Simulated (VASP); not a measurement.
# CaSc in VASP: reference runs

Reference runs on CaSc: the cell as given.

Program: VASP 6.6.1. These are calculated values, not measurements. Logs are shortened: lines on timing, memory, paths and dates and some standing lists are left out, and cuts for length are marked.

## (1) Starting point

The cell holds a sheet with vacuum, 2 atoms: a = 6.537 Å, b = 3.205 Å, c = 23.800 Å, α = 90.00°, β = 90.00°, γ = 90.00°.

The cell was built by a generator and needn't be a form met in nature.

## (2) Single point, PBE

Contents of INCAR:

```
PREC     = Accurate       # precision mode
ENCUT    = 520            # plane-wave cutoff, eV
EDIFF    = 1E-7           # SCF threshold, eV
ISMEAR   = -1             # smearing method
SIGMA    = 0.05           # smearing width, eV
LREAL    = F              # projectors in reciprocal space
LASPH    = T              # aspherical terms in the spheres
NELM     = 80             # most SCF steps
ALGO     = Normal         # electronic algorithm
ISIF     = 2              # what is computed and relaxed
LWAVE    = F              # write WAVECAR
LCHARG   = F              # write CHGCAR
LDIPOL   = T            
IDIPOL   = 3            
DIPOL    = 0.5 0.5 0.294
GGA      = PE             # functional
NBANDS   = 18             # bands
```

Contents of KPOINTS:

```
regular mesh
0
Gamma
  4 8 1
```

Contents of POSCAR:

```
CaSc
1.0
    6.5366700000      0.0000000000      0.0000000000
    0.0000000000      3.2053400000      0.0000000000
    0.0000000000      0.0000000000     23.8000000000
Ca Sc
1 1
Direct
    0.0000000000      0.0000000000      0.2941200000
    0.5000000000      0.0000000000      0.2941200000
```

Potentials or basis: VASP PAW PBE potentials, release 64 (Ca_sv, Sc_sv).

On the command line:

```
$ cat potpaw_PBE.64/Ca_sv/POTCAR potpaw_PBE.64/Sc_sv/POTCAR > POTCAR
$ mpirun -np 1 vasp_std > vasp.out
```

OUTCAR:

```text
PREC = Accurate
   ENCUT = 520
   EDIFF = 1E-7
   ISMEAR = -1
   LREAL = F
   LASPH = T
   NELM = 80
   ISIF = 2
   GGA = PE

 ion  position               nearest neighbor table
   1  0.000  0.000  0.294-   2 3.27   2 3.27
   2  0.500  0.000  0.294-   1 3.27   1 3.27

  LATTYP: Found a simple orthorhombic cell.
 ALAT       =     3.2053400000
 B/A-ratio  =     2.0393062826
 C/A-ratio  =     7.4251093488

  Lattice vectors:

 A1 = (   0.0000000000,  -3.2053400000,   0.0000000000)
 A2 = (   6.5366700000,   0.0000000000,   0.0000000000)
 A3 = (   0.0000000000,   0.0000000000,  23.8000000000)

Analysis of symmetry for initial positions (statically):
=====================================================================
 Subroutine PRICEL returns:
 Original cell was already a primitive cell.

 Routine SETGRP: Setting up the symmetry group for a
 simple orthorhombic supercell.

 Subroutine GETGRP returns: Found  8 space group operations
 (whereof  4 operations were pure point group operations)
 out of a pool of  8 trial point group operations.

The static configuration has the point symmetry C_2v.
 The point group associated with its full space group is D_2h.

Analysis of symmetry for dynamics (positions and initial velocities):
=====================================================================
 Subroutine PRICEL returns:
 Original cell was already a primitive cell.

 Routine SETGRP: Setting up the symmetry group for a
 simple orthorhombic supercell.

 Subroutine GETGRP returns: Found  8 space group operations
 (whereof  4 operations were pure point group operations)
 out of a pool of  8 trial point group operations.

The dynamic configuration has the point symmetry C_2v.
 The point group associated with its full space group is D_2h.

 Subroutine INISYM returns: Found  8 space group operations
 (whereof  4 operations are pure point group operations),
 and found     1 'primitive' translations

----------------------------------------------------------------------------------------

                                     Primitive cell

  volume of cell :     498.6635

  direct lattice vectors                    reciprocal lattice vectors
     6.536670000  0.000000000  0.000000000     0.152983094  0.000000000  0.000000000
[... 74 lines left out ...]
   ENCUT  =  520.0 eV  38.22 Ry    6.18 a.u.  12.15  5.96 44.25*2*pi/ulx,y,z
   NELM   =     80;   NELMIN=  2; NELMDL= -5     # of ELM steps
   EDIFF  = 0.1E-06   stopping-criterion for ELM
   LREAL  =      F    real-space projection
   EDIFFG = 0.1E-05   stopping-criterion for IOM
   NSW    =      0    number of steps for IOM
   IBRION =     -1    ionic relax: 0-MD 1-quasi-New 2-CG
   NFREE  =      0    steps in history (QN), initial steepest desc. (CG)
   ISIF   =      2    stress and relaxation
   ISYM   =      2    0-nonsym 1-usesym 2-fastsym
   POTIM  = 0.5000    time-step for ionic-motion
   TEBEG  =    0.0;   TEEND  =   0.0 temperature during run
   PSTRESS=    0.0 pullay stress
   NELECT =      21.0000    total number of electrons
   NUPDOWN=      -1.0000    fix difference up-down
   EMIN   =  10.00;   EMAX   =-10.00  energy-range for DOS
   EFERMI =   0.00;   METHOD = LEGACY
   ISMEAR =    -1;   SIGMA  =   0.05  broadening in eV -4-tet -1-fermi 0-gaus
   EFERMI_NEDOS =   21; number of points for ismear=-14 and -15
   IALGO  =     38    algorithm
   IMIX   =      4    mixing-type and parameters
     AMIX     =   0.40;   BMIX     =  1.00
     AMIX_MAG =   1.60;   BMIX_MAG =  1.00
  volume/ion in A,a.u.               =     249.33      1682.57
  Fermi-wavevector in a.u.,A,eV,Ry     =   0.569568  1.076327  4.413831  0.324407
  Thomas-Fermi vector in A             =   1.609261
   LORBIT       =      0    0 simple, 1 ext, 2 COOP (PROOUT), +10 PAW based schemes
   GGA     = PE    functional components
[... 5 lines left out ...]
 non-spin polarized calculation
  energy-cutoff  :      520.00
  volume of cell :      498.66
 maximum number of plane-waves:     13506
 NGX is ok and might be reduce to    50
   NGX = 25   NGY = 11   NGZ = 89

 dipolmoment           0.000000      0.000000     -0.000000 electrons x Angstroem

 number of electron      21.0000001 magnetization

 dipolmoment           0.000000      0.000000      0.000001 electrons x Angstroem

 Free energy of the ion-electron system (eV)
  ---------------------------------------------------
  ext. energy  EPLUGINS =         0.00000000
  ---------------------------------------------------
  free energy    TOTEN  =        -5.06834616 eV

  energy without entropy =       -4.99663622  energy(sigma->0) =       -5.03249119

 E-fermi :  -2.3218     XC(G=0):  -1.8635

 val. band max:       -2.3622771287   @ k =   0.0000   0.0000   0.0000
 cond. band min:      -2.3190932031   @ k =   0.5000   0.5000   0.0000
 fundamental gap:      0.0431839256
 Fermi energy:        -2.3217627301

 k-point     1 :       0.0000    0.0000    0.0000
  band No.  band energies     occupation
      1     -52.8082      2.00000
      2     -44.6044      2.00000
      3     -31.6570      2.00000
      4     -31.3925      2.00000
      5     -31.1248      2.00000
      6     -25.7064      2.00000
[... 292 lines left out ...]
      5     -31.3586      2.00000
      6     -25.8281      2.00000
[... 10 lines left out ...]
     17      -0.0092      0.00000
     18       0.3060      0.00000

------------------------ aborting loop because EDIFF is reached ----------------------------------------

 vacuum level on the upper side and lower side of the slab       (xc-potential included)        -0.005        -0.005

  FORCE on cell =-STRESS in cart. coord.  units (eV):
  Direction    XX          YY          ZZ          XY          YZ          ZX
  --------------------------------------------------------------------------------------
  -------------------------------------------------------------------------------------
  Total       -0.0412108      0.0371143     -0.0162669      0.0000000      0.0000000      0.0000000
  in kB       -0.1324078      0.1192460     -0.0522647      0.0000000      0.0000000      0.0000000
  external PRESSURE =      -0.0218088 kB  Pullay stress =       0.0000000 kB

 VOLUME and BASIS-vectors are now :
 -----------------------------------------------------------------------------
  energy-cutoff  :      520.00
  volume of cell :      498.66
      direct lattice vectors                 reciprocal lattice vectors
     6.536670000  0.000000000  0.000000000     0.152983094  0.000000000  0.000000000
     0.000000000  3.205340000  0.000000000     0.000000000  0.311979384  0.000000000
     0.000000000  0.000000000 23.800000000     0.000000000  0.000000000  0.042016807

 POSITION                                       TOTAL-FORCE (eV/Angst)
 -----------------------------------------------------------------------------------
      0.00000      0.00000      7.00006         0.000000      0.000000     -0.000000
      3.26833      0.00000      7.00006         0.000000      0.000000      0.000000
 -----------------------------------------------------------------------------------
    total drift:                                0.000000      0.000000      0.000014

  FREE ENERGIE OF THE ION-ELECTRON SYSTEM (eV)
  ---------------------------------------------------
  free  energy   TOTEN  =        -5.0683461610 eV

  energy  without entropy=       -4.9966362211  energy(sigma->0) =       -5.03249119

 vacuum level on the upper side and lower side of the slab         0.895         0.895
```

OSZICAR:

```text
N       E                     dE             d eps       ncg     rms          rms(c)
DAV:   1     0.174011638922E+03    0.17401E+03   -0.90904E+03   748   0.767E+02
DAV:   2     0.299959286164E+01   -0.17101E+03   -0.16934E+03   710   0.299E+02
DAV:   3    -0.583012962600E+01   -0.88297E+01   -0.84557E+01  1016   0.646E+01
DAV:   4    -0.672979238585E+01   -0.89966E+00   -0.87978E+00   808   0.123E+01
[... 15 lines left out ...]
DAV:  20    -0.506834168580E+01   -0.14207E-04   -0.74506E-07   646   0.318E-03    0.885E-04
DAV:  21    -0.506834456311E+01   -0.28773E-05   -0.13975E-07   616   0.175E-03    0.172E-04
DAV:  22    -0.506834584703E+01   -0.12839E-05   -0.48596E-08   508   0.818E-04    0.639E-05
DAV:  23    -0.506834610012E+01   -0.25309E-06   -0.63292E-09   512   0.509E-04    0.342E-05
DAV:  24    -0.506834616105E+01   -0.60931E-07   -0.71732E-10   454   0.325E-04
   1 F= -.50683462E+01 E0= -.50324912E+01  d E =-.717099E-01
```

Run time: 2.9 min. Hardware: 1 thread of Intel Xeon Platinum 8375C at 2.90GHz (Ice Lake), shared host; peak memory 0.54 GiB.

What came out:

```
Free energy            : -5.0683 eV
Band gap on the k mesh : none (metal or under the smearing width)
```
